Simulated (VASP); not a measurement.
```
CELL_PARAMETERS angstrom
      0.00000     2.81217     2.81217
      2.81217     0.00000     2.81217
      2.81217     2.81217     0.00000
ATOMIC_POSITIONS crystal
  Ca 0.00000 0.00000 0.00000
  F  0.25000 0.25000 0.25000
  F  0.75000 0.75000 0.75000
```

These are PBE GGA, VASP's PBE PAW potentials (set 64) (plane waves; VASP) values and carry that method's errors. Settings: 520 eV cut-off, 7×7×7 Γ-centred mesh, Gaussian smearing of 0.050 eV, potentials Ca_sv F.

**Question.** Give the stress tensor in GPa (positive for a compressed cell).

**Answer.** 
```
-4.03   0.00   0.00
 0.00  -4.03   0.00
 0.00   0.00  -4.03
```
The pressure is its mean diagonal, -4.03 GPa.

The compound is CaF2 in the fluorite structure. This cell is one point of a volume scan, at 1.06 of the reference volume.
